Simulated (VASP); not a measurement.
Given:

```xyz
3
Lattice="0.0000 2.1645 2.1645 2.1645 0.0000 2.1645 2.1645 2.1645 0.0000" Properties=species:S:1:pos:R:3 pbc="T T T"
Be     1.0823     1.0823     1.0823
Be     3.2468     3.2468     3.2468
C      0.0000     0.0000     0.0000
```

All values below come from PBE GGA, VASP's PBE PAW potentials (set 64) (plane waves; VASP). Settings: 520 eV cut-off, 16×16×16 Γ-centred mesh, Gaussian smearing of 0.010 eV, potentials Be C.

### Question
Predict the energy per atom (σ→0), band gap (on the k-mesh) with the smallest direct gap where there is one.

### Answer

band gap (on the k-mesh): 1.16 eV
smallest direct gap (on the k-mesh): 4.13 eV
energy per atom (σ→0): -5.819 eV/atom

Total energies compare only between runs with the same potentials, cut-off and functional.

The compound is Be2C in the antifluorite structure. It was relaxed first.
